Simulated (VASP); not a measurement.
Output of a VASP run:

### OSZICAR
```
       N       E                     dE             d eps       ncg     rms          rms(c)
DAV:   1     0.298061268958E+02    0.29806E+02   -0.70058E+03  5375   0.160E+03
DAV:   2    -0.199229296818E+02   -0.49729E+02   -0.42649E+02  4740   0.327E+02
DAV:   3    -0.257851055057E+02   -0.58622E+01   -0.47381E+01  5010   0.245E+02
DAV:   4    -0.260888996727E+02   -0.30379E+00   -0.27590E+00  5453   0.259E+01
DAV:   5    -0.261000589453E+02   -0.11159E-01   -0.10676E-01  5106   0.317E+00    0.457E+01
DAV:   6    -0.251334513394E+02    0.96661E+00   -0.86000E-01  5493   0.292E+01    0.197E+01
DAV:   7    -0.247793633843E+02    0.35409E+00   -0.68405E-01  5686   0.250E+01    0.536E-01
DAV:   8    -0.247670969666E+02    0.12266E-01   -0.95903E-03  5783   0.110E+00    0.177E-01
DAV:   9    -0.247664917795E+02    0.60519E-03   -0.43793E-04  5517   0.207E-01    0.369E-02
DAV:  10    -0.247665060380E+02   -0.14259E-04   -0.45995E-05  4956   0.618E-02    0.453E-03
DAV:  11    -0.247665061110E+02   -0.73063E-07   -0.81563E-07  4499   0.208E-02
   1 F= -.26226844E+02 E0= -.26227023E+02  d E =-.262268E+02
       N       E                     dE             d eps       ncg     rms          rms(c)
DAV:   1    -0.247669508390E+02   -0.44480E-03   -0.51020E-02  4552   0.836E+00    0.122E-01
DAV:   2    -0.247665535091E+02    0.39733E-03   -0.57302E-04  5536   0.318E-01    0.609E-02
DAV:   3    -0.247664306429E+02    0.12287E-03   -0.27023E-04  5685   0.236E-01    0.105E-02
DAV:   4    -0.247664309345E+02   -0.29160E-06   -0.79326E-06  4792   0.312E-02    0.398E-03
DAV:   5    -0.247664308199E+02    0.11465E-06   -0.43107E-08  2704   0.106E-02    0.152E-03
DAV:   6    -0.247664308098E+02    0.10100E-07   -0.21543E-08  2372   0.485E-03
   2 F= -.26226751E+02 E0= -.26226903E+02  d E =0.924156E-04
       N       E                     dE             d eps       ncg     rms          rms(c)
DAV:   1    -0.247667784389E+02   -0.34762E-03   -0.17933E-02  4531   0.498E+00    0.723E-02
DAV:   2    -0.247666386738E+02    0.13977E-03   -0.20020E-04  5468   0.189E-01    0.360E-02
DAV:   3    -0.247665958907E+02    0.42783E-04   -0.92552E-05  5653   0.139E-01    0.633E-03
DAV:   4    -0.247665960619E+02   -0.17120E-06   -0.27204E-06  4744   0.184E-02    0.234E-03
DAV:   5    -0.247665960390E+02    0.22965E-07   -0.12385E-08  2475   0.619E-03
   3 F= -.26226910E+02 E0= -.26227077E+02  d E =-.659090E-04
```

### OUTCAR
```
------------------------ aborting loop because EDIFF is reached ----------------------------------------
  Edisp (eV):   -1.46031
  FORCE on cell =-STRESS in cart. coord.  units (eV):
  Direction    XX          YY          ZZ          XY          YZ          ZX
  --------------------------------------------------------------------------------------
  Total       2.26885     2.26885     2.27095     0.00000     0.00000     0.00000
  in kB     127.81922   127.81921   127.93756     0.00000     0.00000     0.00000
  external pressure =      127.86 kB  Pullay stress =        0.00 kB
  volume of cell :       28.44
      direct lattice vectors                 reciprocal lattice vectors
     1.363190002 -2.361114227  0.000000000     0.366786728 -0.211764426  0.000000000
     1.363190002  2.361114227 -0.000000000     0.366786728  0.211764426 -0.000000000
     0.000000000  0.000000000  4.417915323    -0.000000000  0.000000000  0.226351102
 POSITION                                       TOTAL-FORCE (eV/Angst)
 -----------------------------------------------------------------------------------
      1.36319      0.78704      1.10448        -0.000000     -0.000000      0.000000
      1.36319     -0.78704      3.31344         0.000000      0.000000      0.000000
 -----------------------------------------------------------------------------------
    total drift:                               -0.000000      0.000006     -0.000016
  FREE ENERGIE OF THE ION-ELECTRON SYSTEM (eV)
  ---------------------------------------------------
  free  energy   TOTEN  =       -26.2269097062 eV

  energy  without entropy=      -26.2274106893  energy(sigma->0) =      -26.22707670

 reached required accuracy - stopping structural energy minimisation
```
(Selected blocks of OUTCAR.)

**POSCAR**
```
Re
1
    1.3639027216    -2.3623486976     0.0000000000
    1.3639027216     2.3623486976     0.0000000000
    0.0000000000     0.0000000000     4.4132992804
Re
2
Direct
  0.3333330000   0.6666670000   0.2500000000
  0.6666670000   0.3333330000   0.7500000000
```

Task: Write an INCAR and KPOINTS that could have produced this output.

Result: This is not unique; one that fits is the input of the run itself, PBE GGA with D4 dispersion, plane waves, VASP's PBE PAW potentials (set 64).

INCAR:
```
LASPH  =  T
LMAXMIX  =  6
ISMEAR  =  1   # Methfessel-Paxton
SYSTEM  =  Re
NSW  =  30
SIGMA  =  0.1
NELM  =  100   # most electronic steps
ISIF  =  4   # ions and shape, fixed volume
EDIFF  =  1E-7
LWAVE  =  F
ENCUT  =  520   # plane-wave cut-off (eV)
IBRION  =  2   # conjugate gradients
ALGO  =  Normal   # blocked Davidson
IVDW  =  13
LREAL  =  F   # projection in real space or not
LCHARG  =  F
PREC  =  Accurate
EDIFFG  =  -0.01
GGA  =  PE   # PBE
```

KPOINTS:
```
Automatic mesh
0
Gamma
15 15 8
0 0 0
```

POTCAR, in this order: Re (PBE.64 set). Program: vasp_std.

The compound is Re in the hcp structure. This cell is one point of a volume scan, at 0.97 of the reference volume. Symmetry was kept, so distortions that lower it aren't found.
